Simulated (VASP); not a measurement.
# TaPbO4 (Cmmm) in VASP: settings compared

One crystal, TaPbO4, is run at these levels: PBE, r2SCAN; tasks: relaxation of cell and atoms, single point.

Program: VASP 6.6.1. These are calculated values, not measurements. Logs are shortened: lines on timing, memory, paths and dates and some standing lists are left out, and cuts for length are marked.

### Step 1. The structure

It takes space group Cmmm (No. 65, orthorhombic). The conventional cell has a = 7.222 Å, b = 7.416 Å, c = 3.230 Å, α = 90.00°, β = 90.00°, γ = 90.00°. Ta (site symmetry mmm) has 6 O at 1.97 to 2.05 Å as nearest neighbours. Pb (site symmetry mmm) has 6 O at 2.30 to 2.45 Å as nearest neighbours. O (site symmetry 2mm) has 1 Ta at 1.97 Å as nearest neighbours. O (site symmetry m2m) has 2 Ta at 2.05 Å as nearest neighbours.

The cell was built by a generator and needn't be a form met in nature.

### Step 2. Relaxation of cell and atoms, PBE

The input, INCAR:

```
PREC = Accurate
ENCUT = 520
EDIFF = 1E-6
ISMEAR = 0
SIGMA = 0.1
LREAL = False
LASPH = True
NELM = 120
ALGO = Normal
ISIF = 3
LWAVE = False
LCHARG = False
GGA = PE
IBRION = 2
NSW = 90
EDIFFG = -0.01
KPAR = 4
```

The input, KPOINTS:

```
regular mesh
0
Gamma
  6 6 10
```

The input, POSCAR:

```
TaPbO4
1.0
    3.6110000000     -3.7080000000      0.0000000000
    3.6110000000      3.7080000000      0.0000000000
    0.0000000000      0.0000000000      3.2300000000
Ta Pb O
1 1 4
Direct
    0.0000000000      0.0000000000      0.0000000000
    0.5000000000      0.5000000000      0.5000000000
    0.7272223800      0.7272223800      0.0000000000
    0.2727776200      0.2727776200      0.0000000000
    0.8296925600      0.1703074400      0.5000000000
    0.1703074400      0.8296925600      0.5000000000
```

Potentials or basis: VASP PAW PBE potentials, release 64 (Ta_pv, Pb_d, O).

Run with:

```
cat potpaw_PBE.64/Ta_pv/POTCAR potpaw_PBE.64/Pb_d/POTCAR potpaw_PBE.64/O/POTCAR > POTCAR
mpirun -np 4 vasp_std > vasp.out
```

OUTCAR:

```text
PREC = Accurate
   ENCUT = 520
   EDIFF = 1E-6
   ISMEAR = 0
   LREAL = False
   LASPH = True
   NELM = 120
   ISIF = 3
   GGA = PE
   IBRION = 2
   NSW = 90
   EDIFFG = -0.01

 ion  position               nearest neighbor table
   1  0.000  0.000  0.000-   3 1.97   4 1.97   5 2.05   6 2.05   5 2.05   6 2.05
   2  0.500  0.500  0.500-   3 2.30   4 2.30   3 2.30   4 2.30   5 2.45   6 2.45
   3  0.727  0.727  0.000-   1 1.97   2 2.30   2 2.30
   4  0.273  0.273  0.000-   1 1.97   2 2.30   2 2.30
   5  0.830  0.170  0.500-   1 2.05   1 2.05   2 2.45
   6  0.170  0.830  0.500-   1 2.05   1 2.05   2 2.45

  LATTYP: Found a base centered orthorhombic cell.
 ALAT       =     7.2220000000
 B/A-ratio  =     1.0268623650
 C/A-ratio  =     0.4472445306

  Lattice vectors:

 A1 = (   3.6110000000,  -3.7080000000,   0.0000000000)
 A2 = (   3.6110000000,   3.7080000000,   0.0000000000)
 A3 = (   0.0000000000,   0.0000000000,   3.2300000000)

Analysis of symmetry for initial positions (statically):
=====================================================================
 Subroutine PRICEL returns:
 Original cell was already a primitive cell.

 Routine SETGRP: Setting up the symmetry group for a
 base centered orthorhombic supercell.

 Subroutine GETGRP returns: Found  8 space group operations
 (whereof  8 operations were pure point group operations)
 out of a pool of  8 trial point group operations.

The static configuration has the point symmetry D_2h.

Analysis of symmetry for dynamics (positions and initial velocities):
=====================================================================
 Subroutine PRICEL returns:
 Original cell was already a primitive cell.

 Routine SETGRP: Setting up the symmetry group for a
 base centered orthorhombic supercell.

 Subroutine GETGRP returns: Found  8 space group operations
 (whereof  8 operations were pure point group operations)
 out of a pool of  8 trial point group operations.

The dynamic configuration has the point symmetry D_2h.

 Subroutine INISYM returns: Found  8 space group operations
 (whereof  8 operations are pure point group operations),
 and found     1 'primitive' translations

----------------------------------------------------------------------------------------
[... 108 lines left out ...]
   ISYM   =      2    0-nonsym 1-usesym 2-fastsym
   POTIM  = 0.5000    time-step for ionic-motion
   TEBEG  =    0.0;   TEEND  =   0.0 temperature during run
   PSTRESS=    0.0 pullay stress
   NELECT =      49.0000    total number of electrons
   NUPDOWN=      -1.0000    fix difference up-down
   EMIN   =  10.00;   EMAX   =-10.00  energy-range for DOS
   EFERMI =   0.00;   METHOD = LEGACY
   ISMEAR =     0;   SIGMA  =   0.10  broadening in eV -4-tet -1-fermi 0-gaus
   EFERMI_NEDOS =   21; number of points for ismear=-14 and -15
   IALGO  =     38    algorithm
   IMIX   =      4    mixing-type and parameters
     AMIX     =   0.40;   BMIX     =  1.00
     AMIX_MAG =   1.60;   BMIX_MAG =  1.00
  volume/ion in A,a.u.               =      14.42        97.28
  Fermi-wavevector in a.u.,A,eV,Ry     =   1.354587  2.559799 24.965416  1.834906
  Thomas-Fermi vector in A             =   2.481746
   LORBIT       =      0    0 simple, 1 ext, 2 COOP (PROOUT), +10 PAW based schemes
   GGA     = PE    functional components
   LHFCALC =     F    Hartree Fock is set to
   AEXX    =    0.0000 exact exchange contribution
   IVDW    =     0    specifies the selected vdW correction
   LEPSILON=     F    determine dielectric tensor
   LRPA    =     F    only Hartree local field effects (RPA)
 conjugate gradient relaxation of ions
 non-spin polarized calculation
 Gauss-broadening in eV      SIGMA  =   0.10
  energy-cutoff  :      520.00
  volume of cell :       86.50
 maximum number of plane-waves:      2358
 NGX is ok and might be reduce to    40
   NGX = 19   NGY = 19   NGZ = 13

--------------------------------------- Ionic step        1  -------------------------------------------

 number of electron      48.9999983 magnetization

 Free energy of the ion-electron system (eV)
  ---------------------------------------------------
  ext. energy  EPLUGINS =         0.00000000
  ---------------------------------------------------
  free energy    TOTEN  =       -46.83777470 eV

  energy without entropy =      -46.82113845  energy(sigma->0) =      -46.82945657

------------------------ aborting loop because EDIFF is reached ----------------------------------------

  FORCE on cell =-STRESS in cart. coord.  units (eV):
  Direction    XX          YY          ZZ          XY          YZ          ZX
  --------------------------------------------------------------------------------------
  -------------------------------------------------------------------------------------
  Total        0.3209059      0.1967886      0.1533446     -0.0000000      0.0000000      0.0000000
  in kB        5.9441326      3.6451118      2.8403981     -0.0000000      0.0000000      0.0000000
  external PRESSURE =       4.1432142 kB  Pullay stress =       0.0000000 kB
[... 107 lines left out ...]
--------------------------------------- Ionic step        4  -------------------------------------------

 number of electron      48.9999983 magnetization

 Free energy of the ion-electron system (eV)
  ---------------------------------------------------
  ext. energy  EPLUGINS =         0.00000000
  ---------------------------------------------------
  free energy    TOTEN  =       -46.83810991 eV

  energy without entropy =      -46.82141931  energy(sigma->0) =      -46.82976461

 E-fermi :   3.9395     XC(G=0): -10.3478

 val. band max:        3.9317604792   @ k =   0.5000   0.5000   0.5000
 cond. band min:       3.9446108969   @ k =   0.5000   0.1667   0.2000
 fundamental gap:      0.0128504177
 Fermi energy:         3.9395441489

 k-point     1 :       0.0000    0.0000    0.0000
  band No.  band energies     occupation
      1     -31.7661      2.00000
      2     -31.6354      2.00000
      3     -31.5053      2.00000
      4     -15.1200      2.00000
      5     -14.6051      2.00000
      6     -13.5059      2.00000
[... 757 lines left out ...]
     28       7.5419      0.00000
     29       9.1486      0.00000

 [... further k-points ...]

------------------------ aborting loop because EDIFF is reached ----------------------------------------

  FORCE on cell =-STRESS in cart. coord.  units (eV):
  Direction    XX          YY          ZZ          XY          YZ          ZX
  --------------------------------------------------------------------------------------
  -------------------------------------------------------------------------------------
  Total        0.0074056      0.0307698     -0.0271458     -0.0000000      0.0000000      0.0000000
  in kB        0.1368456      0.5685828     -0.5016160     -0.0000000      0.0000000      0.0000000
  external PRESSURE =       0.0679375 kB  Pullay stress =       0.0000000 kB
[... 21 lines left out ...]
  FREE ENERGIE OF THE ION-ELECTRON SYSTEM (eV)
  ---------------------------------------------------
  free  energy   TOTEN  =       -46.8381099109 eV

  energy  without entropy=      -46.8214193074  energy(sigma->0) =      -46.82976461

 reached required accuracy - stopping structural energy minimisation
```

CONTCAR:

```text
TaPbO4
   1.00000000000000
     3.6151125448434818   -3.7121365598643119    0.0000000000000000
     3.6151125448434818    3.7121365598643119    0.0000000000000000
     0.0000000000000000    0.0000000000000000    3.2304721075803227
  Ta              Pb              O
     1     1     4
Direct
     0.0000000000000000    0.0000000000000000    0.0000000000000000
     0.5000000000000000    0.5000000000000000    0.5000000000000000
     0.7271779026709437    0.7271779026709437    1.0000000000000000
     0.2728220973290563    0.2728220973290563    0.0000000000000000
     0.8296654473732770    0.1703345526267231    0.5000000000000000
     0.1703345526267231    0.8296654473732770    0.5000000000000000

  0.00000000E+00  0.00000000E+00  0.00000000E+00
  0.00000000E+00  0.00000000E+00  0.00000000E+00
  0.00000000E+00  0.00000000E+00  0.00000000E+00
  0.00000000E+00  0.00000000E+00  0.00000000E+00
  0.00000000E+00  0.00000000E+00  0.00000000E+00
  0.00000000E+00  0.00000000E+00  0.00000000E+00
```

It took 51 s on 4 MPI ranks of Intel Xeon 6975P-C (Granite Rapids), shared host; peak memory 0.33 GiB.

What came out:

- Free energy: -46.8381 eV
- Relaxed volume: 14.45 Å³/atom
- Relaxed cell: a = 5.182 Å, b = 5.182 Å, c = 3.230 Å, α = 90.00°, β = 90.00°, γ = 91.52°
- Space group after relaxing (to 0.05 Å): Cmmm (No. 65)
- Energy gained by relaxing: 0.1 meV/atom
- Ionic steps: 4
- Pressure after relaxing: 0.0 GPa
- Largest force after relaxing: 0.007 eV/Å
- Band gap on the k mesh: none (metal or under the smearing width)

Forces in eV/Å, atoms in the order of the input:
```
Ta   0.000  0.000  0.000
Pb   0.000  0.000  0.000
O    0.004  0.000  0.000
O   -0.004  0.000  0.000
O    0.000 -0.007  0.000
O    0.000  0.007  0.000
```

Step by step:
| step | energy change (eV) | largest force (eV/Å) | pressure (GPa) | volume (Å³) |
| --- | --- | --- | --- | --- |
| 1 | 0.0000 | 0.0335 | 0.41 | 86.50 |
| 2 | 0.0005 | 0.0762 | -0.63 | 86.96 |
| 3 | -0.0003 | 0.0092 | 0.01 | 86.67 |
| 4 | -0.0003 | 0.0068 | 0.01 | 86.70 |

Final structure:
```cif
data_structure
_symmetry_space_group_name_H-M 'P 1'
_symmetry_Int_Tables_number 1
_cell_length_a 5.1816
_cell_length_b 5.1816
_cell_length_c 3.2305
_cell_angle_alpha 90.000
_cell_angle_beta 90.000
_cell_angle_gamma 91.517
_cell_volume 86.70
loop_
_atom_site_label
_atom_site_type_symbol
_atom_site_fract_x
_atom_site_fract_y
_atom_site_fract_z
_atom_site_occupancy
Ta1 Ta 0.00000 0.00000 0.00000 1
Pb1 Pb 0.50000 0.50000 0.50000 1
O1 O 0.72718 0.72718 0.00000 1
O2 O 0.27282 0.27282 0.00000 1
O3 O 0.82967 0.17033 0.50000 1
O4 O 0.17033 0.82967 0.50000 1
```

Caveat: an odd number of electrons without spin polarisation forces a metal; a magnetic or distorted state may lie lower. Spin-orbit coupling is left out, which matters for the levels of Pb, Ta.

[end of part 1 of 3]
